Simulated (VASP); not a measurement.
An input for Ansatz (written as the equivalent of a VASP run, and not itself run):

Ansatz 0.2 input:
```yaml
crystal:
  lattice:
    - [2.7545900, 0.0000000, 0.0000000]
    - [-1.3772950, 2.3855450, 0.0000000]
    - [0.0000000, 0.0000000, 8.8629110]
  atoms:
    - { symbol: Os, position: [0.0000000, 0.0000000, 0.0000000] }
    - { symbol: Os, position: [0.0000000, 0.0000000, 0.5000000] }
    - { symbol: Os, position: [0.3333330, 0.6666670, 0.2500000] }
    - { symbol: Os, position: [0.6666670, 0.3333330, 0.7500000] }
kpoints:
  mp_grid: { grid: [9, 9, 3] }
hamiltonian:
  xc: pbe
  pseudopotentials: { kind: paw }
magnetization: { noncollinear: true, spin_orbit: true }
scf:
  occupations: { method: gaussian, width: 0.1 }
  max_iter: 100
output: { forces: true, stress: true, eigenvalues: true }
```

### Question
Translate this input to VASP (INCAR, KPOINTS, POSCAR, choice of POTCAR).

### Answer
Several could match; the one computed here: 
KPOINTS:
```
Automatic mesh
0
Gamma
9 9 3
0 0 0
```

INCAR:
```
SYSTEM = Os
PREC = Accurate
ENCUT = 300
EDIFF = 1E-6
NELM = 100
ALGO = Normal
LREAL = .FALSE.
LASPH = .TRUE.
ISMEAR = 0
SIGMA = 0.1
GGA = PE
LMAXMIX = 6
LWAVE = .FALSE.
LCHARG = .FALSE.
ISIF = 2
LSORBIT = .TRUE.
LNONCOLLINEAR = .TRUE.
MAGMOM = 0.0 0.0 0.0 0.0 0.0 0.0 0.0 0.0 0.0 0.0 0.0 0.0
GGA_COMPAT = .FALSE.
LORBIT = 11
```

File POSCAR:
```
Os
1.0
  2.7545900000   0.0000000000   0.0000000000
 -1.3772950000   2.3855450000   0.0000000000
  0.0000000000   0.0000000000   8.8629110000
Os
4
Cart
  0.0000000000   0.0000000000   0.0000000000
  0.0000000000   0.0000000000   4.4314555000
 -0.0000013773   1.5903641285   2.2157277500
  1.3772963773   0.7951808715   6.6471832500
```

POTCAR, in this order: Os (PBE.64 set). Program: vasp_ncl.

The two are equivalent in intent, not identical: each code has its own PAW files, so the cut-off isn't converted (ENCUT is set for VASP's; basis.ecutwfc is left out, and Ansatz then takes the one that its files recommend); Ansatz stops its SCF on the density residual and VASP on the energy change (EDIFF).

The structure was generated: Os was put into an ordered model structure, which need not be its known phase. The cell was not relaxed at this level. The run is one of a series of settings (GGA_COMPAT = .FALSE., LNONCOLLINEAR = .TRUE., LSORBIT = .TRUE., MAGMOM = 0.0 0.0 0.0 0.0 0.0 0.0 0.0 0.0 0.0 0.0 0.0 0.0, program vasp_ncl against the base run), some of them coarse on purpose.
